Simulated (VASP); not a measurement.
A run of VASP 6.6.1:

File INCAR:

```
SYSTEM = NaY
  PREC = Accurate
  ENCUT = 600
  EDIFF = 1E-6
  ISMEAR = -1
  SIGMA = 0.05
  LREAL = .False.
  LASPH = .True.
  NELM = 60
  ALGO = Normal
  ISIF = 3
  LWAVE = .False.
  LCHARG = .False.
  GGA = PE
  IBRION = 2
  NSW = 40
  EDIFFG = -0.005
  PSTRESS = 50
```

Contents of KPOINTS:

```
regular mesh
0
Gamma
  7 7 7
  0 0 0
```

Contents of POSCAR:

```
NaY
1.0
    4.0118800000      0.0000000000      0.0000000000
    0.0000000000      4.0118800000      0.0000000000
    0.0000000000      0.0000000000      4.0118800000
Na Y
1 1
Direct
    0.0000000000      0.0000000000      0.0000000000
    0.5000000000      0.5000000000      0.5000000000
```

Potentials or basis: VASP PAW PBE potentials, release 64 (Na_pv, Y_sv).

Command:

```bash
$ cat potpaw_PBE.64/Na_pv/POTCAR potpaw_PBE.64/Y_sv/POTCAR > POTCAR
$ mpirun -np 1 vasp_std > vasp.out
```

Hardware: 1 thread of Intel(R) Xeon(R) 6975P-C (Granite Rapids), on a shared host.

**Question.** How long does it take, and how much memory?

**Answer.** Run time: 23 s on 1 thread of Intel(R) Xeon(R) 6975P-C (Granite Rapids) (shared host), peak memory 0.2 GiB. Counts: scf iterations 35, k points 20, ion steps 3.
